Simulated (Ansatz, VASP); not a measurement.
## Ru (Ruthenium): VASP beside Ansatz

One calculation is typed for both programs; each brings its own data sets. How far apart do they land? The structure shown is the end of the Ansatz relaxation below.

Method: plane waves, with VASP 6.6.1 beside it; single point at PBEsol, in Ansatz 0.2.0.

## 1. The starting structure

Symmetry: P6_3/mmc, No. 194, hexagonal system. Conventional cell: a = 2.712 Å, b = 2.712 Å, c = 4.122 Å, α = 90.00°, β = 90.00°, γ = 120.00°. Ru has 12 Ru at 2.59 to 2.71 Å nearest.

## 2. Ansatz: relaxation, PBEsol

Ansatz runs on its PAW soft_1 files.

This run makes the geometry at which the two programs are then compared.

Input file input.yaml:

```yaml
crystal:
  lattice:
    - [2.7041832794, 0.0, 0.0]
    - [-1.3520916397, 2.3418914165, 0.0]
    - [0.0, 0.0, 4.121816937]
  atoms:
    - { symbol: Ru, position: [0.3333333281, 0.6666666719, 0.25] }
    - { symbol: Ru, position: [0.6666666719, 0.3333333281, 0.75] }
kpoints:
  mp_grid: { grid: [18, 18, 12] }
hamiltonian:
  xc: pbesol
  pseudopotentials: { kind: paw, azcp: { folder: soft_1 }, xc_functional: pbe }
scf:
  occupations: { method: methfessel_paxton, width: 0.2 }
output:
  forces: true
  stress: true
  eigenvalues: true
relax:
  adjacent_minimum: "off"
  f_tol: 0.001
  max_steps: 60
  cell: { stress_tol: 0.01, fix: [c, angles] }
```

Launch:

```
$ ansatz run input.yaml --threads 4 --pin off --max-ram 10240MiB --backend cpu --events-out ev --progress --plain --runs-dir out
```

Numbers of over 12 decimals in the logs are rounded to 6 here.

Output:

```text
Warning: crystal.symmetry: narrowed to the stabiliser of the fixed cell quantities (relax.cell.fix) — unitary ops 24 → 8. The narrowing is safe, since a smaller group never makes results wrong: the run goes on under it, on as many k-points as the starting group would need, or more. Excluded: 16 operations that would move a fixed cell quantity at a test strain (relax.cell.fix fixes c, alpha, beta, gamma). The cell can leave their symmetry as it relaxes.
Engine: ansatz 0.2.0, x86_64-unknown-linux-gnu
Pseudopotentials: kind: paw
Pseudopotential: Ru, paw, valence charge 16, recommended cutoff 420 eV (normal), soft_1/Ru.paw.azcp
Functional definition: PBEsol
  exchange = pbesol_x
  correlation = pbesol_c
Crystal: 2 atoms, lattice volume = 26.103 Å³
Basis set: ecut = 420 eV, 523 PW (Γ), exchange–correlation on 40×40×60 points (8 copies of the dense FFT grid, shifted against one another)
Bands: 20, of which v1, the nominal top of the filled ones, is band 16 counted from 1 (15 counted from 0)
Symmetry: 8 space group operations
k-points: 637 of 3888
Non-local potential: Ru, projectors of the file, l = 0: 3, l = 1: 2, l = 2: 2, l = 3: 1
PAW form: soft (Blöchl's): semilocal exchange-correlation on the pseudo side does not see the compensation charge
PAW frozen core: Ru, regenerated for the run's functional, and the local potential with it (the file was generated under x = pbe(κ = 0.804, μ = 0.219515), c = pbe(β = 0.066725))
PAW one-centre angular grid: Ru, 590 points (default); XC on 64 Gauss nodes
Initial density: superposition of atomic densities (chi_scale 0.1, normalization cell)
Initial wavefunctions: pseudopotential atomic-orbital guess
Functional: x = pbesol(κ = 0.804, μ = 0.123457), c = pbesol(β = 0.046)
SCF iter   1: F=—  HF=-11634.460818 eV  |F-HF|=—  |Δ(HF+E_count)|=         —  Δρ=1.31e-1  dr2=4.18e0  ethr=3.10e-3  ⟨swp⟩=4.9  Hψ=48900  notcnv=0
preconditioner: auto → none  [metal: Δε(μ)=0.010 eV  Ē_g=6.537 eV  σ=0.200 eV  W_gap=0.04  n_scr=8 (ndim 8)  ℏωp=29.1 eV  f_vac=0.000  D(μ)=1.36/eV (n_scr^D=10)  sad-step TF]
SCF iter   2: F=—  HF=-11633.434292 eV  |F-HF|=—  |Δ(HF+E_count)|=    1.03e0  S|Δr|=    0.00e0  Δρ=6.99e-2  dr2=1.18e0  ethr=3.10e-3  ⟨swp⟩=2.4  Hψ=25957  notcnv=0  defer=72
SCF iter   3: F=—  HF=-11633.044651 eV  |F-HF|=—  |Δ(HF+E_count)|=   3.90e-1  S|Δr|=    0.00e0  Δρ=3.85e-3  dr2=1.56e-3  ethr=3.10e-3  ⟨swp⟩=2.0  Hψ=20109  notcnv=0  defer=72
SCF iter   4: F=—  HF=-11633.046633 eV  |F-HF|=—  |Δ(HF+E_count)|=   1.98e-3  S|Δr|=    0.00e0  Δρ=4.17e-4  dr2=2.34e-5  ethr=4.89e-6  ⟨swp⟩=2.4  Hψ=27124  notcnv=0  defer=51
SCF iter   5: F=—  HF=-11633.046639 eV  |F-HF|=—  |Δ(HF+E_count)|=   5.90e-6  S|Δr|=    0.00e0  Δρ=1.18e-4  dr2=1.86e-6  ethr=7.31e-8  ⟨swp⟩=2.9  Hψ=24694  notcnv=0  defer=51
SCF iter   6: F=-11633.046638 eV  HF=-11633.046638 eV  |F-HF|=2.89e-8  |Δ(HF+E_count)|=   6.89e-7  S|Δr|=    0.00e0  Δρ=1.81e-5  dr2=4.07e-8  ethr=3.13e-10  ⟨swp⟩=3.7  Hψ=57013  notcnv=0
SCF 1 converged in 6 iterations: F = -11633.046638 eV  dr2 = 4.07e-8
  greatest PAW one-centre occupation: 1.000 electrons in one spin orbital (limit 2), on the Ru atom at site 1 (counted from 0), in its partial waves of l = 0
relax step   1: F+E_penalty+E_count = -11633.04663839 eV  Δ(F+E_penalty+E_count) = +0.000e0 eV  max|allowed force component| = 8.512e-6 eV/Å  Δτ_max = 0.0000 Å  P = +8.508 GPa  Ω = 26.103 Å³  fix = [c, alpha, beta, gamma]  reactions: c +20.789 GPa; gamma +0.000 GPa/rad  (6 SCF iters, dr2 threshold 1.00e-7 eV, accepted)
[...]
relax step   4: F+E_penalty+E_count = -11633.04748115 eV  Δ(F+E_penalty+E_count) = -3.992e-6 eV  max|allowed force component| = 9.359e-7 eV/Å  Δτ_max = 0.0000 Å  P = +6.438 GPa  Ω = 26.253 Å³  energy of the carried Pulay correction = -2.618e-4 eV  fix = [c, alpha, beta, gamma]  reactions: c +19.314 GPa; gamma +0.000 GPa/rad  (2 SCF iters, dr2 threshold 2.73e-9 eV, accepted)
[...]
relax step   5: F+E_penalty+E_count = -11633.04774258 eV  Δ(F+E_penalty+E_count) = -2.614e-4 eV  max|allowed force component| = 8.751e-7 eV/Å  Δτ_max = 0.0000 Å  P = +6.446 GPa  Ω = 26.253 Å³  fix = [c, alpha, beta, gamma]  reactions: c +19.313 GPa; gamma +0.000 GPa/rad  stress off target by 1.31e-2 GPa on what of the cell is left free  SCF on the basis re-selected at this cell (its energy is not comparable with the rows above)  (5 SCF iters)
[...]
relax step   6: F+E_penalty+E_count = -11633.04774115 eV  Δ(F+E_penalty+E_count) = +1.432e-6 eV  max|allowed force component| = 4.820e-7 eV/Å  Δτ_max = 0.0000 Å  P = +6.435 GPa  Ω = 26.254 Å³  energy of the carried Pulay correction = -1.466e-6 eV  fix = [c, alpha, beta, gamma]  reactions: c +19.305 GPa; gamma +0.000 GPa/rad  (2 SCF iters, dr2 threshold 4.28e-10 eV, accepted)
[...]
relax step   7: F+E_penalty+E_count = -11633.04774415 eV  Δ(F+E_penalty+E_count) = -3.001e-6 eV  max|allowed force component| = 4.808e-7 eV/Å  Δτ_max = 0.0000 Å  P = +6.435 GPa  Ω = 26.254 Å³  fix = [c, alpha, beta, gamma]  reactions: c +19.305 GPa; gamma +0.000 GPa/rad  stress off target by 9.08e-5 GPa on what of the cell is left free  SCF on the basis re-selected at this cell (its energy is not comparable with the rows above)  (4 SCF iters)
basis re-selected at this cell: Δ(F+E_penalty+E_count) = -3.001e-6 eV, ΔP = +0.000 GPa vs the last step (what re-selecting the basis moved, of the pressure what is left beyond the Pulay correction that the steps carried, after the strain that the cell walked since its last selection, with what the two solves' SCF thresholds leave and, on support functions, any second-order correction that the steps lacked; it is no m [...]
SCF converged after 4 iterations
Stability not checked: this state was not tested for a lower state beside it, because cold or Methfessel-Paxton smearing, or corrected tetrahedra, fill the levels in a way that the test cannot read (fill_not_monotonic; see scf.lower_state_search)
Free energy (F): -11633.047744 eV
Harris-Foulkes:  -11633.047744 eV  (|F-HF|=1.82e-12)
Internal energy: -11633.047123 eV  (E = F + TS)
E sigma→0 (E₀):  -11633.047589 eV
Entropy (-TS):   -0.000621 eV (-0.311 meV/atom)
Fermi energy:    24.173935 eV
--- Per-component energies (eV) ---
  E_band       = -88.475774
  E_kinetic    = 923.354869
  E_local      = -2475.375311  (includes V_loc(G=0)·N_el)
  E_nonlocal   = 828.740774
  E_hartree    = 819.586256
  E_xc         = -339.545987
  E_vxc        = -430.839907  (∫ρ·V_xc dr)
  E_paw        = -6880.190175  (= ΣΔE_a)
  E_vpaw       = -573.529978  (= ΣTr[D̂ρ^β])
  E_aug_tail   = 0.001236  (compensation charges beyond the density's cutoff)
  E_ewald      = -4510.125378
  E_core_change = 0.506593  (= ΣΔE_core)
  E_smearing   = -0.000621  (= −TS)
  E_closure    = -0.000000  (closes the sum)
  Σ components = -11633.047744   (vs F -11633.047744, Δ=0.00e0)
--- Forces (eV/Å), atoms counted from 1 ---
  atom   1  Ru    -0.00000048     0.00000028    -0.00000000
  atom   2  Ru     0.00000048    -0.00000028     0.00000000
  max |Σ_I F_I| component: 0.00e0 eV/Å
--- Stress (GPa, compression-positive) ---
        0.000091      -0.000001       0.000000
       -0.000001       0.000090      -0.000000
        0.000000      -0.000000      19.304911
  P = ⅓ Tr σ = 6.4350 GPa (64.350 kbar)
--- Band table (eV; the first three rows and the last of 637) ---
  k-point 0: bands = [... 12 lower, 22.0022, 22.1918, 22.1918, 22.3721, 22.3721, 25.4105, 25.4105, 25.9293]
  k-point 1: bands = [... 12 lower, 21.9524, 22.1265, 22.1265, 22.5336, 22.5336, 25.4309, 25.4309, 25.6359]
  k-point 2: bands = [... 12 lower, 21.8136, 21.9524, 21.9524, 22.9082, 22.9082, 24.8856, 25.4664, 25.4664]
  k-point 636: bands = [... 12 lower, 22.8835, 22.8835, 24.5864, 24.5864, 25.7658, 25.7658, 27.6136, 27.6136]
--- Relaxed structure (5 steps of the walk, 5 accepted, 2 SCFs on fresh bases) ---
  F+E_penalty+E_count = -11633.04774415 eV   max|allowed force component| = 4.808e-7 eV/Å   (the final SCF, on the basis selected at the relaxed cell)
  cell:  # Å, volume = 26.2543 Å³
    - [2.712005, -8.619442104332952e-19, 0.0]
    - [-1.356003, 2.348666, 0.0]
    - [0.0, 0.0, 4.121816937]
  atoms:
    - { symbol: Ru, position: [0.333333, 0.666667, 0.250000] }
    - { symbol: Ru, position: [0.666667, 0.333333, 0.750000] }
```

Reading the cycles: dr2 is the Hartree energy of the density residual (eV), the measure of convergence; HF is the Harris–Foulkes estimate of the energy, which meets the free energy F at convergence.

## 3. VASP: single point, PBEsol, pair 1

The same cell, functional, mesh and smearing now go to VASP, with its own data sets.

Lines of VASP's logs that name or quote its potential files are left out, and so is its time.

Input file INCAR:

```
SYSTEM = Ru
PREC = Accurate
ENCUT = 500
EDIFF = 1E-06
NELM = 120
ISMEAR = 1
SIGMA = 0.2
LREAL = .FALSE.
ALGO = Normal
GGA = PS
NBANDS = 20
LASPH = .TRUE.
LORBIT = 11
LWAVE = .FALSE.
LCHARG = .FALSE.
ISIF = 2
GGA_COMPAT = .FALSE.
KPAR = 2
```

Input file POSCAR:

```
Ru
1.0
    2.7120054886      0.0000000000      0.0000000000
   -1.3560027443      2.3486656483      0.0000000000
    0.0000000000      0.0000000000      4.1218169370
Ru
2
Direct
    0.3333333398      0.6666666602      0.2500000000
    0.6666666602      0.3333333398      0.7500000000
```

Input file KPOINTS:

```
Automatic mesh
0
Gamma
18 18 12
0 0 0
```

The projector-augmented-wave data sets are Ru_pv (PBE family, release 64).

Launch:

```
$ mpirun -np 2 vasp_std
```

Output:

```text
[banner, memory and clock lines left out]
running    2 mpi-ranks, on    1 nodes
 distrk:  each k-point on    1 cores,    2 groups
 distr:  one band on    1 cores,    1 groups

 POSCAR found type information on POSCAR Ru
 POSCAR found :  1 types and       2 ions
|                                                                             |
|               ----> ADVICE to this user running VASP <----                  |
|                                                                             |
|     You enforced a specific xc type in the INCAR file but a different       |
|     [... a line on the potential file left out ...]
|     I HOPE YOU KNOW WHAT YOU ARE DOING!                                     |
|                                                                             |

 LDA part: xc-table for (Slater+PW92), standard interpolation
 POSCAR, INCAR and KPOINTS ok, starting setup
 FFT: planning ... GRIDC
 FFT: planning ... GRID_SOFT
 FFT: planning ... GRID
 WAVECAR not read
 entering main loop
       N       E                     dE             d eps       ncg     rms          rms(c)
DAV:   1     0.278919988464E+03    0.27892E+03   -0.17415E+04 10416   0.152E+03
DAV:   2    -0.160601862658E+02   -0.29498E+03   -0.28659E+03 10612   0.454E+02
DAV:   3    -0.218040870191E+02   -0.57439E+01   -0.57006E+01 11864   0.710E+01
DAV:   4    -0.218491734590E+02   -0.45086E-01   -0.45047E-01 13252   0.592E+00
DAV:   5    -0.218498567156E+02   -0.68326E-03   -0.68127E-03 11564   0.630E-01    0.210E+01
DAV:   6    -0.203957268737E+02    0.14541E+01   -0.32925E+00 12160   0.183E+01    0.575E+00
DAV:   7    -0.203048733591E+02    0.90854E-01   -0.66738E-01 11816   0.598E+00    0.105E+00
DAV:   8    -0.202962782742E+02    0.85951E-02   -0.24233E-02 11676   0.129E+00    0.483E-01
DAV:   9    -0.202945510069E+02    0.17273E-02   -0.28867E-03 11800   0.601E-01    0.487E-02
DAV:  10    -0.202945320351E+02    0.18972E-04   -0.21029E-04 11672   0.149E-01    0.263E-02
DAV:  11    -0.202945339418E+02   -0.19068E-05   -0.63973E-06 12008   0.247E-02    0.216E-03
DAV:  12    -0.202945338072E+02    0.13460E-06   -0.41245E-07  6996   0.607E-03
   1 F= -.20294534E+02 E0= -.20294327E+02  d E =-.619130E-03
```

From OUTCAR (step 3):

```text
ion  position               nearest neighbor table
   1  0.333  0.667  0.250-   2 2.59   2 2.59   2 2.59   2 2.59   2 2.59   2 2.59
   2  0.667  0.333  0.750-   1 2.59   1 2.59   1 2.59   1 2.59   1 2.59   1 2.59

  LATTYP: Found a hexagonal cell.
 ALAT       =     2.7120054886
 C/A-ratio  =     1.5198409274

 Subroutine GETGRP returns: Found 24 space group operations
 (whereof 12 operations were pure point group operations)

The static configuration has the point symmetry D_3d.
 The point group associated with its full space group is D_6h.

 Found    259 irreducible k-points:

   k-points           NKPTS =    259   k-points in BZ     NKDIM =    259   number of bands    NBANDS=     20

   dimension x,y,z NGX =    20 NGY =   20 NGZ =   30
   dimension x,y,z NGXF=    40 NGYF=   40 NGZF=   60

   ENCUT  =  500.0 eV  36.75 Ry    6.06 a.u.   4.94  4.94  7.52*2*pi/ulx,y,z

   NELECT =      28.0000    total number of electrons

 k-points in reciprocal lattice and weights: Automatic mesh
   0.00000000  0.00000000  0.00000000       0.000
   0.05555556 -0.00000000  0.00000000       0.002
   0.11111111 -0.00000000  0.00000000       0.002
   0.16666667  0.00000000  0.00000000       0.002
   0.22222222 -0.00000000  0.00000000       0.002
   0.27777778 -0.00000000  0.00000000       0.002
   0.33333333  0.00000000  0.00000000       0.002
   0.38888889 -0.00000000  0.00000000       0.002
   0.44444444 -0.00000000  0.00000000       0.002
[...]
0.33333333  0.27777778  0.50000000       0.003
   0.33333333  0.33333333  0.50000000       0.001

 average (electrostatic) potential at core
       1 -66.5405       2 -66.5405

 E-fermi :  13.3420

 k-point     1 :       0.0000    0.0000    0.0000
  band No.  band energies     occupation
    ...
     11      11.1722      2.00000
     12      11.3622      2.00000
     13      11.3622      2.00000
     14      11.5418      2.00000
     15      11.5418      2.00000
     16      14.5765     -0.00000
     17      14.5765     -0.00000
     18      15.0996     -0.00000
     19      23.5614      0.00000
     20      23.5760      0.00000

 k-point     2 :       0.0556   -0.0000    0.0000
  band No.  band energies     occupation
    ...
     11      11.3095      2.00000
     12      11.3508      2.00000
     13      11.4397      2.00000
     14      11.4474      2.00000
     15      11.4671      2.00000
     16      13.6538     -0.04992
     17      14.6308     -0.00000
     18      16.1827     -0.00000
     19      23.5613      0.00000
     20      23.5761      0.00000

 k-point     3 :       0.1111   -0.0000    0.0000
  band No.  band energies     occupation
    ...
     12      11.1880      2.00000
     13      11.2676      2.00000
     14      11.6775      2.00000
     15      11.6983      2.00000
     16      12.7855      2.00060
     17      14.7711     -0.00000
     18      17.5850      0.00000
     19      23.5608      0.00000
     20      23.5759      0.00000

  Total       -0.0124866     -0.0124866      3.1438296      0.0000000     -0.0000000     -0.0000000
  in kB       -0.7619960     -0.7619960    191.8532356      0.0000000     -0.0000000     -0.0000000
  external PRESSURE =      63.4430812 kB  Pullay stress =       0.0000000 kB

  energy-cutoff  :      500.00
  volume of cell :       26.25
      direct lattice vectors                 reciprocal lattice vectors
     2.712005489  0.000000000  0.000000000     0.368730817  0.212886837  0.000000000
    -1.356002744  2.348665648  0.000000000     0.000000000  0.425773673  0.000000000
     0.000000000  0.000000000  4.121816937     0.000000000  0.000000000  0.242611454

 POSITION                                       TOTAL-FORCE (eV/Angst)
 -----------------------------------------------------------------------------------
      0.00000      1.56578      1.03045         0.000000      0.000000      0.000000
      1.35600      0.78289      3.09136        -0.000000     -0.000000      0.000000
 -----------------------------------------------------------------------------------
    total drift:                               -0.000008      0.000005     -0.000001

  FREE ENERGIE OF THE ION-ELECTRON SYSTEM (eV)
  ---------------------------------------------------
  free  energy   TOTEN  =       -20.2945338072 eV

  energy  without entropy=      -20.2939146775  energy(sigma->0) =      -20.29432743

 total charge
# of ion       s       p       d       tot
------------------------------------------
    1        0.418   6.340   5.989  12.746
    2        0.418   6.340   5.989  12.746
--------------------------------------------------
tot          0.836  12.679  11.977  25.493

[... 3 further parts left out ...]
```

The run ends at a pressure of 6.34 GPa.

## 4. Side by side

Known differences besides the potentials themselves: the data sets hold 32 valence electrons in Ansatz (on its PAW soft_1 files) and 28 in VASP; the cutoff is 420 eV in Ansatz and 500 eV in VASP; Ansatz makes its cores anew for this functional, VASP keeps those of its PBE data sets; Ansatz's pressure holds a Pulay correction, VASP's none. Total energies have different zeros and are not compared.

Both answers:

```csv
quantity,Ansatz,VASP,difference
pressure (GPa),6.44,6.34,+0.09
```

## 5. Ansatz: relaxation, PBEsol

This run makes the geometry at which the two programs are then compared. The cell compared in this pair holds 26.37 Å³, against 26.25 Å³ for the pair before.

The structure compared here is the end of the Ansatz relaxation.

input.yaml, the sections that differ from step 2:

```yaml
crystal:
  lattice:
    - [2.6970479501, 0.0, 0.0]
    - [-1.348523975, 2.33571204, 0.0]
    - [0.0, 0.0, 4.1643098951]
  atoms:
    - { symbol: Ru, position: [0.3333333314, 0.6666666686, 0.25] }
    - { symbol: Ru, position: [0.6666666686, 0.3333333314, 0.75] }
# kpoints, hamiltonian, scf, output, relax: as in step 2
```

Launch:

```
$ ansatz run input.yaml --threads 4 --pin off --max-ram 10240MiB --backend cpu --events-out ev --progress --plain --runs-dir out
```

Output:

```text
[...]
Crystal: 2 atoms, lattice volume = 26.233 Å³
Basis set: ecut = 420 eV, 523 PW (Γ), exchange–correlation on 40×40×60 points (8 copies of the dense FFT grid, shifted against one another)
Bands: 20, of which v1, the nominal top of the filled ones, is band 16 counted from 1 (15 counted from 0)
Symmetry: 8 space group operations
k-points: 637 of 3888
[...]
k-point 636: bands = [... 12 lower, 22.8108, 22.8108, 24.4598, 24.4598, 25.6807, 25.6807, 27.4807, 27.4807]
--- Relaxed structure (5 steps of the walk, 5 accepted, 2 SCFs on fresh bases) ---
[...]
cell:  # Å, volume = 26.3722 Å³
    - [2.704183, -2.894392123700343e-11, 0.0]
    - [-1.352092, 2.341891, 0.0]
    - [0.0, 0.0, 4.1643098951]
  atoms:
    - { symbol: Ru, position: [0.333333, 0.666667, 0.25] }
    - { symbol: Ru, position: [0.666667, 0.333333, 0.75] }
[key lines of the parts left out:]
SCF converged after 4 iterations
Free energy (F): -11633.074678 eV
Fermi energy:    24.035737 eV
P = ⅓ Tr σ = 4.2313 GPa (42.313 kbar)
```

(Part 1 of 2 ends here.)

[Lines on the potential files, build, host, timing and source positions are cut from VASP's logs without a mark.]

[Logs are printed without paths, hosts, clocks, repeated set-up lines and the standing remarks that a program may print on its own settings, such as how far it seeks lower states.]

[Hosts, paths, dates, database ids (printed as entryN), source tags and the programs' standing remarks are cut or masked in the printed files.]
